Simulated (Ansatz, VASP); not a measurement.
## TiTe2 in two plane-wave programs

Aim: how closely do two programs agree when they are given the same cell, functional and k mesh? The cell is generated by rule, not measured, and may not be a known phase. The cell is taken from a series of runs on this material, whose earlier steps may have relaxed, scaled, displaced or heated it; both programs get it as it stands.

Main program and level: Ansatz 0.2.0; plane waves, with VASP 6.6.1 beside it; relaxation of cell and atoms at r2SCAN.

The structure was built from a prototype and need not be the compound's stable phase.

## Step 1: The starting structure

Symmetry: Fm-3m, No. 225, cubic system. The conventional cell has a = 6.881 Å, b = 6.881 Å, c = 6.881 Å, α = 90.00°, β = 90.00°, γ = 90.00°. Nearest to Ti lie 8 Te at 2.98 Å. Nearest to Te lie 4 Ti at 2.98 Å. Farther neighbours and most contacts between anions are not listed.

## Step 2: VASP: relaxation of cell and atoms, r2SCAN

The relaxed volume is the usual yardstick between codes: in a stiff, nearly cubic crystal its relative difference is about their pressure difference at one cell divided by the bulk modulus.

Lines of VASP's logs that name or quote its potential files are left out, and so is its time.

Contents of INCAR:

```
SYSTEM = TiTe2
PREC = Accurate
ENCUT = 550
EDIFF = 1E-07
NELM = 120
ISMEAR = 0
SIGMA = 0.1
LREAL = .FALSE.
ALGO = Normal
METAGGA = R2SCAN
LASPH = .TRUE.
NBANDS = 18
LORBIT = 11
LWAVE = .FALSE.
LCHARG = .FALSE.
ISIF = 3
IBRION = 2
NSW = 80
EDIFFG = -0.005
GGA_COMPAT = .FALSE.
NELMIN = 4
LMIXTAU = .TRUE.
KPAR = 2
```

Contents of POSCAR:

```
TiTe2
1.0
    0.0000000000      3.4406330000      3.4406330000
    3.4406330000      0.0000000000      3.4406330000
    3.4406330000      3.4406330000      0.0000000000
Ti Te
1 2
Direct
    0.0000000000      0.0000000000      0.0000000000
    0.2499999273      0.2499999273      0.2499999273
    0.7499999273      0.7499999273      0.7499999273
```

Contents of KPOINTS:

```
Automatic mesh
0
Gamma
10 10 10
0 0 0
```

PAW data sets: Ti_sv and Te (PBE family, release 64).

The run is started by

```bash
> mpirun -np 2 vasp_std
```

Numbers of over 12 decimals in the logs are rounded to 6 here.

Log:

```text
[banner, memory and clock lines left out]
running    2 mpi-ranks, on    1 nodes
 distrk:  each k-point on    1 cores,    2 groups
 distr:  one band on    1 cores,    1 groups

 POSCAR found type information on POSCAR TiTe
 POSCAR found :  2 types and       3 ions
|                                                                             |
|               ----> ADVICE to this user running VASP <----                  |
|                                                                             |
|     You enforced a specific xc type in the INCAR file but a different       |
|     [... a line on the potential file left out ...]
|     I HOPE YOU KNOW WHAT YOU ARE DOING!                                     |
|                                                                             |

 LDA part: xc-table for (None), standard interpolation
 POSCAR, INCAR and KPOINTS ok, starting setup
 FFT: planning ... GRIDC
 FFT: planning ... GRID_SOFT
 FFT: planning ... GRID
 WAVECAR not read
 entering main loop
       N       E                     dE             d eps       ncg     rms          rms(c)
DAV:   1     0.134580494081E+03    0.13458E+03   -0.11572E+04  1692   0.133E+03
DAV:   2    -0.520951225384E+02   -0.18668E+03   -0.18322E+03  1770   0.328E+02
DAV:   3    -0.713364346764E+02   -0.19241E+02   -0.18535E+02  2852   0.907E+01
DAV:   4    -0.720032805763E+02   -0.66685E+00   -0.66330E+00  2064   0.159E+01
DAV:   5    -0.720252655979E+02   -0.21985E-01   -0.21958E-01  2658   0.300E+00    0.127E+01
DAV:   6    -0.677224733739E+02    0.43028E+01   -0.48440E+01  1982   0.490E+01    0.144E+01
DAV:   7    -0.650051271823E+02    0.27173E+01   -0.32521E+01  2030   0.338E+01    0.663E+00
DAV:   8    -0.646368169300E+02    0.36831E+00   -0.22333E+00  2076   0.881E+00    0.219E+00
DAV:   9    -0.646301480192E+02    0.66689E-02   -0.15543E+00  1904   0.769E+00    0.247E+00
DAV:  10    -0.648983459469E+02   -0.26820E+00   -0.36043E-01  1748   0.505E+00    0.143E+00
DAV:  11    -0.648862428510E+02    0.12103E-01   -0.16550E-01  1860   0.281E+00    0.430E-01
DAV:  12    -0.648494774405E+02    0.36765E-01   -0.65239E-02  1798   0.209E+00    0.322E-01
DAV:  13    -0.648949923130E+02   -0.45515E-01   -0.11975E-02  1720   0.938E-01    0.336E-01
DAV:  14    -0.648993877960E+02   -0.43955E-02   -0.94273E-03  1876   0.766E-01    0.109E-01
DAV:  15    -0.649037125880E+02   -0.43248E-02   -0.53915E-03  1816   0.617E-01    0.737E-02
DAV:  16    -0.649034706237E+02    0.24196E-03   -0.76588E-04  1828   0.264E-01    0.237E-02
DAV:  17    -0.649035257166E+02   -0.55093E-04   -0.66632E-05  1964   0.644E-02    0.118E-02
DAV:  18    -0.649036449794E+02   -0.11926E-03   -0.57125E-05  1810   0.686E-02    0.902E-03
DAV:  19    -0.649036477427E+02   -0.27633E-05   -0.18980E-05  1798   0.499E-02    0.849E-03
DAV:  20    -0.649036488274E+02   -0.10847E-05   -0.10111E-06  2208   0.817E-03    0.680E-03
DAV:  21    -0.649036487134E+02    0.11400E-06   -0.10211E-06  1824   0.712E-03    0.362E-04
DAV:  22    -0.649036486377E+02    0.75731E-07   -0.22749E-07  1472   0.499E-03
   1 F= -.64903649E+02 E0= -.64890822E+02  d E =-.649036E+02
 curvature:   0.00 expect dE= 0.000E+00 dE for cont linesearch  0.000E+00
 trial: gam= 0.00000 g(F)=  0.207E-40 g(S)=  0.123E-03 ort = 0.000E+00 (trialstep = 0.100E+01)
 search vector abs. value=  0.123E-03
 bond charge predicted
       N       E                     dE             d eps       ncg     rms          rms(c)
DAV:   1    -0.649051345711E+02   -0.14859E-02   -0.28259E-02  1816   0.183E+00    0.351E-01
DAV:   2    -0.649067491492E+02   -0.16146E-02   -0.36992E-02  1882   0.139E+00    0.390E-01
DAV:   3    -0.649037277669E+02    0.30214E-02   -0.15354E-02  1940   0.736E-01    0.666E-02
DAV:   4    -0.649036687918E+02    0.58975E-04   -0.50383E-04  2160   0.154E-01    0.140E-02
DAV:   5    -0.649036665744E+02    0.22173E-05   -0.65267E-05  1870   0.840E-02    0.155E-02
DAV:   6    -0.649036577860E+02    0.87884E-05   -0.69688E-05  1910   0.752E-02    0.615E-03
DAV:   7    -0.649036696613E+02   -0.11875E-04   -0.34681E-05  1772   0.570E-02    0.581E-03
DAV:   8    -0.649036711082E+02   -0.14469E-05   -0.40484E-06  2120   0.168E-02    0.239E-03
DAV:   9    -0.649036716072E+02   -0.49892E-06   -0.70181E-07  1928   0.802E-03    0.915E-04
DAV:  10    -0.649036719460E+02   -0.33888E-06   -0.27489E-07  1406   0.613E-03    0.497E-04
DAV:  11    -0.649036718270E+02    0.11905E-06   -0.45819E-08   962   0.234E-03    0.347E-04
DAV:  12    -0.649036718368E+02   -0.98030E-08   -0.82950E-09   906   0.103E-03
   2 F= -.64903672E+02 E0= -.64890874E+02  d E =-.231991E-04
 trial-energy change:   -0.000023  1 .order   -0.000027   -0.000123    0.000068
 step:   0.6122(harm=  0.6431)  dis= 0.00000  next Energy=   -64.903685 (dE=-0.367E-04)
 bond charge predicted
       N       E                     dE             d eps       ncg     rms          rms(c)
DAV:   1    -0.649039030639E+02   -0.23124E-03   -0.42487E-03  1818   0.710E-01    0.136E-01
DAV:   2    -0.649041401118E+02   -0.23705E-03   -0.55206E-03  1856   0.534E-01    0.151E-01
DAV:   3    -0.649036873827E+02    0.45273E-03   -0.23426E-03  1934   0.287E-01    0.265E-02
DAV:   4    -0.649036782973E+02    0.90854E-05   -0.78611E-05  2132   0.617E-02    0.588E-03
DAV:   5    -0.649036806297E+02   -0.23325E-05   -0.92087E-06  1872   0.314E-02    0.602E-03
DAV:   6    -0.649036814200E+02   -0.79025E-06   -0.10602E-05  1904   0.294E-02    0.237E-03
DAV:   7    -0.649036851641E+02   -0.37441E-05   -0.52587E-06  1768   0.225E-02    0.225E-03
DAV:   8    -0.649036856757E+02   -0.51153E-06   -0.57458E-07  1842   0.658E-03    0.760E-04
DAV:   9    -0.649036854158E+02    0.25988E-06   -0.10332E-07  1184   0.302E-03    0.474E-04
DAV:  10    -0.649036853965E+02    0.19282E-07   -0.42494E-08   870   0.234E-03
   3 F= -.64903685E+02 E0= -.64890876E+02  d E =-.367588E-04
 curvature:  -0.32 expect dE=-0.297E-07 dE for cont linesearch -0.297E-07
 trial: gam=-0.02677 g(F)=  0.652E-41 g(S)=  0.931E-07 ort = 0.338E-05 (trialstep = 0.922E+00)
 search vector abs. value=  0.171E-09
 reached required accuracy - stopping structural energy minimisation
```

Parts of OUTCAR (step 2):

```text
ion  position               nearest neighbor table
   1  0.000  0.000  0.000-   2 2.98   3 2.98   3 2.98   3 2.98   2 2.98   2 2.98   2 2.98   3 2.98

  LATTYP: Found a face centered cubic cell.
 ALAT       =     6.8812660000

 Subroutine GETGRP returns: Found 48 space group operations
 (whereof 48 operations were pure point group operations)

The static configuration has the point symmetry O_h .

 Found     47 irreducible k-points:

   k-points           NKPTS =     47   k-points in BZ     NKDIM =     47   number of bands    NBANDS=     18

   dimension x,y,z NGX =    40 NGY =   40 NGZ =   40
   dimension x,y,z NGXF=    80 NGYF=   80 NGZF=   80

   ENCUT  =  550.0 eV  40.42 Ry    6.36 a.u.   9.30  9.30  9.30*2*pi/ulx,y,z

   NELECT =      24.0000    total number of electrons

 k-points in reciprocal lattice and weights: Automatic mesh
   0.00000000  0.00000000  0.00000000       0.001
   0.10000000  0.00000000  0.00000000       0.008
   0.20000000  0.00000000  0.00000000       0.008
   0.30000000  0.00000000  0.00000000       0.008
   0.40000000  0.00000000  0.00000000       0.008
   0.50000000  0.00000000  0.00000000       0.004
   0.10000000  0.10000000  0.00000000       0.006
   0.20000000  0.10000000  0.00000000       0.024
   0.30000000  0.10000000  0.00000000       0.024
[...]
-0.30000000  0.40000000  0.20000000       0.024
  -0.30000000  0.50000000  0.20000000       0.012

 average (electrostatic) potential at core
       1 -79.2942       2 -92.2894       3 -92.2894

 E-fermi :   7.4156

 k-point     1 :       0.0000    0.0000    0.0000
  band No.  band energies     occupation
    ...
     10       6.9551      2.00000
     11       6.9551      2.00000
     12       6.9551      2.00000
     13       7.3335      1.75443
     14       7.3335      1.75427
     15       9.4361      0.00000
     16       9.4361      0.00000
     17       9.4361      0.00000
     18      10.5266      0.00000

 k-point     2 :       0.1000    0.0000    0.0000
  band No.  band energies     occupation
    ...
      8       2.8111      2.00000
      9       2.9521      2.00000
     10       6.4817      2.00000
     11       6.4817      2.00000
     12       6.5669      2.00000
     13       7.6377      0.00168
     14       7.6377      0.00168
     15       9.0700      0.00000
     16       9.3379      0.00000
     17       9.3379      0.00000
    ...

 k-point     3 :       0.2000    0.0000    0.0000
  band No.  band energies     occupation
    ...
      8       2.9588      2.00000
      9       3.4071      2.00000
     10       5.7838      2.00000
     11       5.8325      2.00000
     12       5.8325      2.00000
     13       7.7647      0.00000
     14       7.7647      0.00000
     15       8.5809      0.00000
     16       9.3009      0.00000
     17       9.3009      0.00000
    ...

  Total        0.0013893      0.0013893      0.0013893      0.0000000     -0.0000000      0.0000000
  in kB        0.0272851      0.0272851      0.0272851      0.0000000     -0.0000000      0.0000000
  external PRESSURE =       0.0272851 kB  Pullay stress =       0.0000000 kB

  energy-cutoff  :      550.00
  volume of cell :       81.58
      direct lattice vectors                 reciprocal lattice vectors
    -0.000000000  3.442342601  3.442342601    -0.145249924  0.145249924  0.145249924
     3.442342601 -0.000000000  3.442342601     0.145249924 -0.145249924  0.145249924
     3.442342601  3.442342601  0.000000000     0.145249924  0.145249924 -0.145249924

 POSITION                                       TOTAL-FORCE (eV/Angst)
 -----------------------------------------------------------------------------------
      0.00000      0.00000      0.00000        -0.000000     -0.000000     -0.000000
      1.72117      1.72117      1.72117        -0.000000     -0.000000     -0.000000
      5.16351      5.16351      5.16351         0.000000      0.000000      0.000000
 -----------------------------------------------------------------------------------
    total drift:                                0.000254      0.000254      0.000254

  FREE ENERGIE OF THE ION-ELECTRON SYSTEM (eV)
  ---------------------------------------------------
  free  energy   TOTEN  =       -64.9036853965 eV

  energy  without entropy=      -64.8780660427  energy(sigma->0) =      -64.89087572

 reached required accuracy - stopping structural energy minimisation

 total charge
# of ion       s       p       d       tot
------------------------------------------
    1        2.139   6.073   1.818  10.031
    2        1.402   1.997   0.045   3.444
    3        1.402   1.997   0.045   3.444
--------------------------------------------------
tot          4.943  10.068   1.908  16.919

[... 3 further parts left out ...]
```

This run has no spin polarisation, so a moment on Ti, if there is one, isn't seen. The run keeps the 48 symmetry operations of its start, so it cannot find a distortion of lower symmetry.

(Part 1 of 2 ends here.)

[Lines on the potential files, build, host, timing and source positions are cut from VASP's logs without a mark.]

[Logs are printed without paths, hosts, clocks, repeated set-up lines and the standing remarks that a program may print on its own settings, such as how far it seeks lower states.]

[Hosts, paths, dates, database ids (printed as entryN), source tags and the programs' standing remarks are cut or masked in the printed files.]
